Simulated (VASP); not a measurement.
```yaml
crystal:
  lattice:
    - [-1.48909, 1.48909, 1.48909]
    - [1.48909, -1.48909, 1.48909]
    - [1.48909, 1.48909, -1.48909]
  atoms:
    - { symbol: V, position: [0.00000, 0.00000, 0.00000] }
```

Method: r2SCAN meta-GGA, VASP's PBE PAW potentials (set 64) (plane waves; VASP). Run with 480 eV cut-off, 16×16×16 Γ-centred mesh, first-order Methfessel-Paxton smearing of 0.10 eV, potentials V_sv.

Stress in GPa, positive for a compressed cell; the cube axes lie along x, y and z, and the ions stay on their sites.

| strain | σxx | σyy | σzz |
|---|---|---|---|
| none | 1.63 | 1.63 | 1.63 |
| εzz = +0.5 % | 0.78 | 0.78 | 0.39 |
| εzz = -2.0 % | 5.03 | 5.03 | 7.24 |
| εxx = +1.5 %, εyy = +1.5 %, εzz = +1.5 % | -6.57 | -6.57 | -6.57 |
| εzz = -1.5 % | 4.20 | 4.20 | 5.71 |
| εxx = -2.0 %, εyy = -2.0 %, εzz = -2.0 % | 14.96 | 14.96 | 14.96 |

### Question
Fit C11 and C12 to these rows, and predict the stress for εxx = +2.0 %, εzz = +2.0 %.

### Answer
Least squares on Δσ_i = −C11 ε_i − C12 (ε_j + ε_k) over all components shown gives C11 = 278 GPa and C12 = 172 GPa, and so σxx, σyy, σzz = -7.38, -5.26, -7.38 GPa. The run gave -6.49, -4.24, -6.49 GPa; the difference holds the non-linear terms and numerical noise.

Left out are shears, moved atoms, failed runs and, from the fit, strains over 2.5 %.

The compound is V in the bcc structure. The run is not spin-polarised, so no magnetic state was tried.
